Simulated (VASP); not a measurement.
Level of theory: vdW-DF-cx, VASP's PBE PAW potentials (set 64) (plane waves; VASP).

A VASP calculation is set up with these files.

File KPOINTS:
```
Automatic mesh
0
Gamma
10 10 7
0 0 0
```

### POSCAR
```
NiSb
1
    1.9647264219    -3.4030061488     0.0000000000
    1.9647264219     3.4030061488     0.0000000000
   -0.0000000000     0.0000000000     5.1106058172
Ni Sb
2 2
Direct
  1.0000000000   0.0000000000   0.5000000000
  1.0000000000   0.0000000000   0.0000000000
  0.3333330000   0.6666670000   0.2500000000
  0.6666670000   0.3333330000   0.7500000000
```

### INCAR
```
SYSTEM = NiSb
PREC = Accurate
ENCUT = 520
EDIFF = 1E-7
NELM = 100
ALGO = Normal
LREAL = .FALSE.
LASPH = .TRUE.
ISMEAR = -5
GGA = CX
LUSE_VDW = .TRUE.
AGGAC = 0.0
LMAXMIX = 4
LWAVE = .FALSE.
LCHARG = .TRUE.
LORBIT = 11
NEDOS = 601
ISIF = 2
LEFG = .TRUE.
```

POTCAR, in this order: Ni Sb (PBE.64 set). Program: vasp_std.

Output

File OSZICAR:
```
       N       E                     dE             d eps       ncg     rms          rms(c)
DAV:   1     0.179091391809E+03    0.17909E+03   -0.12679E+04  2128   0.163E+03
DAV:   2    -0.392001140241E+01   -0.18301E+03   -0.17821E+03  2146   0.322E+02
DAV:   3    -0.131570923101E+02   -0.92371E+01   -0.89207E+01  2428   0.891E+01
DAV:   4    -0.134265297793E+02   -0.26944E+00   -0.26819E+00  2409   0.142E+01
DAV:   5    -0.134349749213E+02   -0.84451E-02   -0.84559E-02  2661   0.267E+00    0.133E+01
DAV:   6    -0.160083290704E+02   -0.25734E+01   -0.35698E+01  2337   0.109E+02    0.171E+01
DAV:   7    -0.119825947104E+02    0.40257E+01   -0.13053E+01  2338   0.766E+01    0.381E+00
DAV:   8    -0.120352663993E+02   -0.52672E-01   -0.15028E+00  2899   0.107E+01    0.256E+00
DAV:   9    -0.119785663546E+02    0.56700E-01   -0.25256E-01  2393   0.862E+00    0.597E-01
DAV:  10    -0.119791073847E+02   -0.54103E-03   -0.77458E-03  2304   0.867E-01    0.463E-01
DAV:  11    -0.119786717104E+02    0.43567E-03   -0.61535E-04  2504   0.214E-01    0.132E-01
DAV:  12    -0.119785606114E+02    0.11110E-03   -0.50250E-04  3057   0.368E-01    0.317E-02
DAV:  13    -0.119785677638E+02   -0.71524E-05   -0.62998E-05  2458   0.681E-02    0.273E-02
DAV:  14    -0.119785649712E+02    0.27926E-05   -0.17209E-06  2780   0.143E-02    0.828E-03
DAV:  15    -0.119785647401E+02    0.23116E-06   -0.28710E-07  1923   0.426E-03    0.241E-03
DAV:  16    -0.119785639923E+02    0.74774E-06   -0.11229E-07  1229   0.541E-03    0.654E-04
DAV:  17    -0.119785638416E+02    0.15072E-06   -0.74633E-08  1151   0.176E-03    0.322E-04
DAV:  18    -0.119785637991E+02    0.42516E-07   -0.96277E-09  1142   0.115E-03
   1 F= -.11978564E+02 E0= -.11978564E+02  d E =0.000000E+00
```

**OUTCAR**
```
------------------------ aborting loop because EDIFF is reached ----------------------------------------
  FORCE on cell =-STRESS in cart. coord.  units (eV):
  Direction    XX          YY          ZZ          XY          YZ          ZX
  --------------------------------------------------------------------------------------
  Total       -0.0805853     -0.0805853     -0.1122692      0.0000000      0.0000000      0.0000000
  in kB       -1.8892922     -1.8892924     -2.6321091      0.0000000      0.0000000      0.0000000
  external PRESSURE =      -2.1368979 kB  Pullay stress =       0.0000000 kB
  volume of cell :       68.34
      direct lattice vectors                 reciprocal lattice vectors
     1.964726422 -3.403006149  0.000000000     0.254488357 -0.146928915  0.000000000
     1.964726422  3.403006149  0.000000000     0.254488357  0.146928915  0.000000000
     0.000000000  0.000000000  5.110605817     0.000000000  0.000000000  0.195671518
 POSITION                                       TOTAL-FORCE (eV/Angst)
 -----------------------------------------------------------------------------------
      0.00000      0.00000      2.55530         0.000000      0.000000     -0.000000
      0.00000      0.00000      0.00000        -0.000000      0.000000     -0.000000
      1.96473      1.13434      1.27765         0.000000      0.000000      0.000000
      1.96473     -1.13434      3.83295        -0.000000      0.000000      0.000000
 -----------------------------------------------------------------------------------
    total drift:                               -0.000000      0.000000      0.000000
  FREE ENERGIE OF THE ION-ELECTRON SYSTEM (eV)
  ---------------------------------------------------
  free  energy   TOTEN  =       -11.9785637991 eV

  energy  without entropy=      -11.9785637991  energy(sigma->0) =      -11.97856380

 total charge

# of ion       s       p       d       tot
------------------------------------------
    1        0.454   0.487   8.476   9.416
    2        0.454   0.487   8.476   9.416
    3        1.134   1.226   0.075   2.435
    4        1.134   1.226   0.075   2.435
--------------------------------------------------
tot          3.176   3.426  17.102  23.704

 Electric field gradients after diagonalization (V/A^2)
 (convention: |V_zz| > |V_xx| > |V_yy|)
----------------------------------------------------------------------
 ion       V_xx      V_yy      V_zz     asymmetry (V_yy - V_xx)/ V_zz
----------------------------------------------------------------------
   1      11.195    11.192   -22.387       0.000
   2      11.195    11.192   -22.387       0.000
   3     -39.451   -39.450    78.901       0.000
   4     -39.451   -39.450    78.901       0.000
```
(Selected blocks of OUTCAR.)

File OUTCAR:
```
 val. band max:       10.0078205571   @ k =   0.1000   0.1000   0.4286

 cond. band min:       9.8785043816   @ k =   0.4000   0.1000   0.0000


 Fermi energy:         9.9532593350

 k-point     1 :       0.0000    0.0000    0.0000
  band No.  band energies     occupation
      1      -3.0606      2.00000
      2       1.5166      2.00000
      3       3.6959      2.00000
      4       5.9987      2.00000
      5       5.9987      2.00000
      6       6.7617      2.00000
      7       7.3548      2.00000
      8       7.3548      2.00000
      9       7.8188      2.00000
     10       7.8188      2.00000
     11       8.6033      2.00000
     12       8.6033      2.00000
     13       9.9198      2.00000
     14      10.5406     -0.77374
     15      10.5406      0.00000
     16      12.4258      0.00000
     17      12.4259      0.00000
     18      13.0839      0.00000
     19      13.9892      0.00000

 k-point     2 :       0.1000   -0.0000    0.0000
  band No.  band energies     occupation
      1      -2.9348      2.00000
      2       1.5073      2.00000
      3       3.8375      2.00000
      4       5.9715      2.00000
      5       6.0260      2.00000
      6       6.7148      2.00000
      7       7.2589      2.00000
      8       7.3036      2.00000
      9       7.7439      2.00000
     10       7.8416      2.00000
     11       8.5960      2.00000
     12       8.6041      2.00000
     13       9.6461      2.00000
     14       9.8798      1.63965
     15      10.1021      0.22176
     16      11.8308      0.00000
     17      12.8226      0.00000
     18      13.7823      0.00000
     19      14.2148      0.00000

 k-point     3 :       0.2000   -0.0000    0.0000
  band No.  band energies     occupation
      1      -2.5624      2.00000
      2       1.4461      2.00000
      3       4.2546      2.00000
      4       5.7545      2.00000
      5       6.1046      2.00000
      6       6.5050      2.00000
      7       7.0554      2.00000
...
```

For a metal the tetrahedron method with Blöchl corrections gives inexact stress and forces. Unless said otherwise, spin-orbit coupling is left out, though it shifts the bands of the heavy elements here.

The compound is NiSb in the NiAs type structure. It was relaxed first. The run is not spin-polarised, so no magnetic state was tried.
